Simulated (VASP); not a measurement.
# Tl2SeOF4 (P1) in VASP: single point with r2SCAN

Aim: the single point of Tl2SeOF4 with r2SCAN.

Program: VASP 6.6.1. These are calculated values, not measurements. Logs are shortened: lines on timing, memory, paths and dates and some standing lists are left out, and cuts for length are marked.

## 1. Starting point

The typed cell holds 16 atoms: a = 6.309 Å, b = 7.282 Å, c = 6.574 Å, α = 87.22°, β = 91.52°, γ = 69.29°.

The cell was built by a generator and needn't be a form met in nature.

## 2. Single point, r2SCAN

POSCAR

```
Tl2SeOF4
1.0
    6.3029807200      0.2653511500      0.0783032600
    2.8613593600     -6.6936894700     -0.1755817100
   -0.0838694900     -0.2103532500     -6.5704672100
Tl F O Se
4 8 2 2
Direct
    0.5681590000      0.8620760000      0.7482050000
    0.4349860000      0.1354210000      0.2334940000
    0.2431070000      0.5184050000      0.7375700000
    0.7565980000      0.4862270000      0.2523890000
    0.1206140000      0.2331650000      0.9404940000
    0.8946350000      0.7663040000      0.4609250000
    0.3204960000      0.7825850000      0.0464200000
    0.6663420000      0.2293020000      0.5550920000
    0.8652340000      0.8040200000      0.0506250000
    0.1253430000      0.2058630000      0.5571540000
    0.6619730000      0.2203160000      0.9559000000
    0.3360880000      0.7773580000      0.4458590000
    0.7897020000      0.4372370000      0.7516860000
    0.2301060000      0.5331710000      0.2457010000
    0.8960140000      0.2073890000      0.7402450000
    0.1050970000      0.7986880000      0.2545740000
```

INCAR.step1

```
PREC = Accurate ; ENCUT = 520
ISMEAR = -1 ; SIGMA = 0.1
LREAL = Auto ; LASPH = T
NELM = 80 ; NBANDS = 80
GGA = PE ; ALGO = Normal
EDIFF = 1E-4 ; LWAVE = T
LCHARG = F
```

INCAR.step2

```
PREC = Accurate ; ENCUT = 520
EDIFF = 1E-6 ; ISMEAR = -1
SIGMA = 0.1 ; LREAL = Auto
LASPH = T ; NELM = 80
ALGO = Normal ; ISIF = 2
LWAVE = F ; LCHARG = T
METAGGA = R2SCAN ; LMIXTAU = T
LELF = T ; LVHAR = T
NBANDS = 80 ; ISTART = 1
```

KPOINTS

```
Automatic mesh
0
Gamma
  3 3 3
  0 0.5 0
```

Potentials or basis: VASP PAW PBE potentials, release 64 (Tl_d, F, O, Se).

Command:

```bash
cat potpaw_PBE.64/Tl_d/POTCAR potpaw_PBE.64/F/POTCAR potpaw_PBE.64/O/POTCAR potpaw_PBE.64/Se/POTCAR > POTCAR
cp INCAR.step1 INCAR
mpirun -np 1 vasp_std > vasp.out
cp INCAR.step2 INCAR
mpirun -np 1 vasp_std > vasp.out
```

OUTCAR:

```text
PREC = Accurate
   ENCUT = 520
   EDIFF = 1E-6
   ISMEAR = -1
   LREAL = Auto
   LASPH = T
   NELM = 80
   ISIF = 2
   METAGGA = R2SCAN
   ISTART = 1

 ion  position               nearest neighbor table
   1  0.568  0.862  0.748-   9 2.61  12 2.66   7 2.70   6 2.76  13 2.91   3 3.76   2 3.76   2 3.80
                             4 4.06   3 4.11
   2  0.435  0.135  0.233-  11 2.53   5 2.61  14 2.73   8 2.78  10 2.87   1 3.76   4 3.79   1 3.80
                             3 4.05
   3  0.243  0.518  0.738-   5 2.76   6 2.84  12 2.84  10 2.92   7 3.01   1 3.76   2 4.05   1 4.11

   4  0.757  0.486  0.252-   8 2.87   6 2.87   9 2.91  11 3.00   2 3.79   1 4.06
   5  0.121  0.233  0.940-  15 1.97   2 2.61   3 2.76
   6  0.895  0.766  0.461-  16 1.99   1 2.76   3 2.84   4 2.87
   7  0.320  0.783  0.046-  16 1.93   1 2.70   3 3.01
   8  0.666  0.229  0.555-  15 1.83   2 2.78   4 2.87
   9  0.865  0.804  0.051-  16 1.98   1 2.61   4 2.91
  10  0.125  0.206  0.557-  15 1.90   2 2.87   3 2.92
  11  0.662  0.220  0.956-  15 2.06   2 2.53   4 3.00
  12  0.336  0.777  0.446-  16 1.86   1 2.66   3 2.84
  13  0.790  0.437  0.752-  15 1.57   1 2.91
  14  0.230  0.533  0.246-  16 1.82   2 2.73
  15  0.896  0.207  0.740-  13 1.57   8 1.83  10 1.90   5 1.97  11 2.06
  16  0.105  0.799  0.255-  14 1.82  12 1.86   7 1.93   9 1.98   6 1.99

  LATTYP: Found a triclinic cell.
 ALAT       =     7.7677191964
 B/A-ratio  =     0.8122139302
 C/A-ratio  =     0.8463705229
 COS(alpha) =     0.0264943771
 COS(beta)  =     0.0669823928
 COS(gamma) =     0.4807267888

  Lattice vectors:

 A1 = (  -3.4416213600,  -6.9590406200,  -0.2538849700)
 A2 = (  -6.3029807200,  -0.2653511500,  -0.0783032600)
 A3 = (  -0.0838694900,  -0.2103532500,  -6.5704672100)

Analysis of symmetry for initial positions (statically):
=====================================================================
 Subroutine PRICEL returns:
 Original cell was already a primitive cell.

 Routine SETGRP: Setting up the symmetry group for a
 triclinic supercell.

 Subroutine GETGRP returns: Found  1 space group operations
 (whereof  1 operations were pure point group operations)
 out of a pool of  2 trial point group operations.

The static configuration has the point symmetry C_1 .

Analysis of symmetry for dynamics (positions and initial velocities):
=====================================================================
 Subroutine PRICEL returns:
 Original cell was already a primitive cell.

[... 128 lines left out ...]
   IBRION =     -1    ionic relax: 0-MD 1-quasi-New 2-CG
   NFREE  =      0    steps in history (QN), initial steepest desc. (CG)
   ISIF   =      2    stress and relaxation
   ISYM   =      2    0-nonsym 1-usesym 2-fastsym
   POTIM  = 0.5000    time-step for ionic-motion
   TEBEG  =    0.0;   TEEND  =   0.0 temperature during run
   PSTRESS=    0.0 pullay stress
   NELECT =     132.0000    total number of electrons
   NUPDOWN=      -1.0000    fix difference up-down
   EMIN   =  10.00;   EMAX   =-10.00  energy-range for DOS
   EFERMI =   0.00;   METHOD = LEGACY
   ISMEAR =    -1;   SIGMA  =   0.10  broadening in eV -4-tet -1-fermi 0-gaus
   EFERMI_NEDOS =   21; number of points for ismear=-14 and -15
   IALGO  =     38    algorithm
   IMIX   =      4    mixing-type and parameters
     AMIX     =   0.40;   BMIX     =  1.00
     AMIX_MAG =   1.60;   BMIX_MAG =  1.00
  volume/ion in A,a.u.               =      17.62       118.89
  Fermi-wavevector in a.u.,A,eV,Ry     =   1.271293  2.402396 21.989551  1.616186
  Thomas-Fermi vector in A             =   2.404234
   LORBIT       =      0    0 simple, 1 ext, 2 COOP (PROOUT), +10 PAW based schemes
   METAGGA = R2SCAN    functional components
   LHFCALC =     F    Hartree Fock is set to
   AEXX    =    0.0000 exact exchange contribution
   IVDW    =     0    specifies the selected vdW correction
   LEPSILON=     F    determine dielectric tensor
   LRPA    =     F    only Hartree local field effects (RPA)
 non-spin polarized calculation
  energy-cutoff  :      520.00
  volume of cell :      281.88
 maximum number of plane-waves:      7607
   NGX = 23   NGY = 27   NGZ = 25

 number of electron     132.0000005 magnetization

 Free energy of the ion-electron system (eV)
  ---------------------------------------------------
  ext. energy  EPLUGINS =         0.00000000
  ---------------------------------------------------
  free energy    TOTEN  =      -303.61873133 eV

  energy without entropy =     -303.61873130  energy(sigma->0) =     -303.61873131

 E-fermi :   3.1117     XC(G=0):  -9.8011

 val. band max:        1.1819086429   @ k =   0.3333   0.5000   0.0000
 cond. band min:       4.7941330064   @ k =  -0.0000   0.5000   0.0000
 fundamental gap:      3.6122243635
 Fermi energy:         3.1117482374

 k-point     1 :       0.0000    0.1667    0.0000
  band No.  band energies     occupation
      1     -23.5896      2.00000
      2     -23.4976      2.00000
      3     -22.7147      2.00000
      4     -22.5541      2.00000
      5     -22.4057      2.00000
      6     -21.9971      2.00000
[... 1123 lines left out ...]
     77       8.0475      0.00000
     78       8.4449      0.00000
 [bands above 78 left out]

------------------------ aborting loop because EDIFF is reached ----------------------------------------

  FORCE on cell =-STRESS in cart. coord.  units (eV):
  Direction    XX          YY          ZZ          XY          YZ          ZX
  --------------------------------------------------------------------------------------
  -------------------------------------------------------------------------------------
  Total        3.9775841     -1.2076320      6.6326821     -3.6669179     -3.5662174     -2.6247486
  in kB       22.6083414     -6.8641053     37.6997538    -20.8425341    -20.2701587    -14.9189082
  external PRESSURE =      17.8146633 kB  Pullay stress =       0.0000000 kB

 VOLUME and BASIS-vectors are now :
 -----------------------------------------------------------------------------
  energy-cutoff  :      520.00
  volume of cell :      281.88
      direct lattice vectors                 reciprocal lattice vectors
     6.302980720  0.265351150  0.078303260     0.155896260  0.066749412 -0.004126936
     2.861359360 -6.693689470 -0.175581710     0.006126797 -0.146896722  0.004624687
    -0.083869490 -0.210353250 -6.570467210     0.001694161  0.004720985 -0.152368946

 POSITION                                       TOTAL-FORCE (eV/Angst)
 -----------------------------------------------------------------------------------
      5.98505     -5.77709     -5.02293         0.143770     -0.079539     -0.077335
      3.10961     -0.84016     -1.52388        -0.070461     -0.163141      0.067085
      2.95378     -3.56068     -4.91817        -0.061032      0.273003     -0.303880
      6.13893     -3.10698     -1.68444         0.117311     -0.053346      0.289856
      1.34852     -1.72657     -6.21098         0.528193      0.785222     -0.741833
      7.79288     -4.98897     -3.09299         0.244115     -0.282522      0.008398
[... 8 lines left out ...]
      6.17889     -1.30615     -4.83001         0.314500      1.400699     -1.996028
      2.92641     -5.37183     -1.80468        -0.391289      4.879232      1.361580
 -----------------------------------------------------------------------------------
    total drift:                                0.001190      0.016816     -0.005217

  FREE ENERGIE OF THE ION-ELECTRON SYSTEM (eV)
  ---------------------------------------------------
  free  energy   TOTEN  =      -303.6187313267 eV

  energy  without entropy=     -303.6187313006  energy(sigma->0) =     -303.61873131
```

OUTCAR.step1:

```text
PREC = Accurate
   ENCUT = 520
   ISMEAR = -1
   LREAL = Auto
   LASPH = T
   NELM = 80
[... 1396 lines left out ...]
      1.34852     -1.72657     -6.21098         0.669431      0.778694     -0.917283
      7.79288     -4.98897     -3.09299         0.048054     -0.330034     -0.181356
[... 8 lines left out ...]
      6.17889     -1.30615     -4.83001         0.351098      2.217934     -2.076154
      2.92641     -5.37183     -1.80468        -0.587256      4.334237      1.341110
 -----------------------------------------------------------------------------------
    total drift:                                0.001654      0.015347     -0.002838

  FREE ENERGIE OF THE ION-ELECTRON SYSTEM (eV)
  ---------------------------------------------------
  free  energy   TOTEN  =       -64.2040884894 eV

  energy  without entropy=      -64.2040882834  energy(sigma->0) =      -64.20408839
```

It took 15 min on 1 thread of AMD EPYC 9R45 (Zen 5), shared host; peak memory 0.45 GiB.

Results:

```
Free energy            : -303.6187 eV
Pressure               : 1.8 GPa
Largest force          : 5.081 eV/Å
Band gap on the k mesh : 3.61 eV, indirect (least direct gap 3.94 eV)
```

Forces on the atoms (eV/Å):
```
Tl   0.144 -0.080 -0.077
Tl  -0.070 -0.163  0.067
Tl  -0.061  0.273 -0.304
Tl   0.117 -0.053  0.290
F    0.528  0.785 -0.742
F    0.244 -0.283  0.008
F    0.272 -0.863  0.240
F   -1.134  0.619  1.472
F    0.162  0.080 -0.082
F   -0.018 -0.002  0.683
F   -0.425  0.583 -0.391
F    0.548 -0.287 -0.554
O    0.615 -3.568  0.697
O   -0.844 -3.320 -0.673
Se   0.315  1.401 -1.996
Se  -0.391  4.879  1.362
```

Stress tensor (GPa, compression positive):
```
 2.26 -2.08 -1.49
-2.08 -0.69 -2.03
-1.49 -2.03  3.77
```

Caveat: the PAW data sets were made with another functional, which shifts forces and pressure a little; spin-orbit coupling is left out, which as a rule narrows the gap of such compounds by several tenths of an eV.
